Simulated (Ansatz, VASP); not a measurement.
## One calculation of Sb3Pb, two programs

INCAR

```
  ALGO = Normal
  EDIFF = 1E-7
  ENCUT = 520
  GGA = PE
  ISIF = 2
  ISMEAR = 0
  LASPH = True
  LCHARG = False
  LREAL = False
  LWAVE = False
  NBANDS = 22
  NELM = 80
  PREC = Accurate
  SIGMA = 0.1
```

The input KPOINTS:

```
k-points
0
Gamma
  10 10 10
```

The input POSCAR:

```
Sb3Pb
1.0
   -3.0523135475      3.0523135475      3.0523135475
    3.0523135475     -3.0523135475      3.0523135475
    3.0523135475      3.0523135475     -3.0523135475
Sb Pb
3 1
Direct
    0.0000000000      0.5000000000      0.5000000000
    0.5000000000      0.0000000000      0.5000000000
    0.5000000000      0.5000000000      0.0000000000
    0.0000000000      0.0000000000      0.0000000000
```

Input for Ansatz:

```yaml
crystal:
  lattice:
    - [-3.0523135475, 3.0523135475, 3.0523135475]
    - [3.0523135475, -3.0523135475, 3.0523135475]
    - [3.0523135475, 3.0523135475, -3.0523135475]
  atoms:
    - { symbol: Sb, position: [0.0, 0.5, 0.5] }
    - { symbol: Sb, position: [0.5, 0.0, 0.5] }
    - { symbol: Sb, position: [0.5, 0.5, 0.0] }
    - { symbol: Pb, position: [0.0, 0.0, 0.0] }
basis:
  ecutwfc: 420
kpoints:
  mp_grid: { grid: [10, 10, 10] }
hamiltonian:
  xc: pbe
scf:
  occupations: { method: gaussian, width: 0.1 }
output:
  forces: true
  stress: true
  eigenvalues: true
  write_density: true
  write_potential: true
  elf: true
  volumetric_format: npy
```

Alike in both runs: task single point; functional PBE; k mesh 10 × 10 × 10; occupations gaussian, width 0.1 eV; no spin polarisation.

|  | VASP | Ansatz |
| --- | --- | --- |
| version | VASP 6.6.1 | Ansatz 0.2.0 |
| potentials or method | VASP PAW PBE potentials, release 64 (Sb, Pb_d) | scalar-relativistic, plane waves, PAW |
| plane-wave cutoff (eV) | 520 | 420 |
| valence electrons in the cell | 29 | 59 |

```csv
,VASP,Ansatz,Ansatz less VASP
gap on the k mesh at the Fermi level (eV),none,none,-
pressure (GPa),5.7,5.8,+0.04
```

A gap of «none» marks a metal or a gap that the smearing closes. The functional is the same, so the differences come from potentials, cutoffs and numerics. The two sets of potentials don't hold the same shells in valence.

Spin-orbit coupling is left out, which matters for the levels of Pb, Sb.
